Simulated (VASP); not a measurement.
OSZICAR of a VASP run on TiB$_{2}$ (AlB2 type):

### OSZICAR
```
       N       E                     dE             d eps       ncg     rms          rms(c)
DAV:   1     0.125351911406E+03    0.12535E+03   -0.93560E+03  2085   0.158E+03
DAV:   2    -0.224595471699E+02   -0.14781E+03   -0.14339E+03  2135   0.394E+02
DAV:   3    -0.318691469535E+02   -0.94096E+01   -0.93182E+01  3023   0.937E+01
DAV:   4    -0.321989342998E+02   -0.32979E+00   -0.32940E+00  2662   0.159E+01
DAV:   5    -0.322087019156E+02   -0.97676E-02   -0.97689E-02  3057   0.235E+00    0.174E+01
DAV:   6    -0.268947113433E+02    0.53140E+01   -0.26367E+01  2710   0.612E+01    0.386E+00
DAV:   7    -0.269225793415E+02   -0.27868E-01   -0.17256E+00  2329   0.159E+01    0.349E+00
DAV:   8    -0.269262283267E+02   -0.36490E-02   -0.15115E-01  3080   0.350E+00    0.739E-01
DAV:   9    -0.269218105290E+02    0.44178E-02   -0.59554E-02  2775   0.339E+00    0.300E-01
DAV:  10    -0.269210609791E+02    0.74955E-03   -0.56639E-03  2660   0.106E+00    0.706E-02
DAV:  11    -0.269210364573E+02    0.24522E-04   -0.23237E-04  2846   0.186E-01    0.553E-02
DAV:  12    -0.269210208725E+02    0.15585E-04   -0.10267E-04  2664   0.135E-01    0.110E-02
DAV:  13    -0.269210198006E+02    0.10718E-05   -0.14616E-05  2661   0.522E-02    0.377E-03
DAV:  14    -0.269210196178E+02    0.18285E-06   -0.45477E-07  1175   0.958E-03
   1 F= -.26921020E+02 E0= -.26920808E+02  d E =-.269210E+02
       N       E                     dE             d eps       ncg     rms          rms(c)
DAV:   1    -0.269215417847E+02   -0.52198E-03   -0.17991E-02  2275   0.222E+00    0.189E-01
DAV:   2    -0.269212129871E+02    0.32880E-03   -0.16856E-03  2123   0.593E-01    0.724E-02
DAV:   3    -0.269211199257E+02    0.93061E-04   -0.19440E-04  3245   0.129E-01    0.302E-02
DAV:   4    -0.269211094845E+02    0.10441E-04   -0.65298E-05  3064   0.805E-02    0.139E-02
DAV:   5    -0.269211132375E+02   -0.37530E-05   -0.11645E-05  2338   0.448E-02    0.820E-03
DAV:   6    -0.269211127133E+02    0.52423E-06   -0.21284E-06  1959   0.174E-02
   2 F= -.26921113E+02 E0= -.26920904E+02  d E =-.930955E-04
```

Task: Which electronic solver shows in the log?

Result: It is blocked Davidson (ALGO = Normal, or the opening steps of other solvers). The INCAR had ALGO = Normal.

Task: Can the final energy be trusted as converged?

Result: The run converged. It stopped with EDIFF = 1E-6, NELM = 100, NSW = 60 and EDIFFG = -0.02 after 2 ionic steps (LDA (Ceperley-Alder, Perdew-Zunger), plane waves, VASP's LDA PAW potentials (set 64)).

The compound is TiB2 in the AlB2 type structure. This run relaxes it. Symmetry was kept, so distortions that lower it aren't found. The start is the result of an earlier pass.
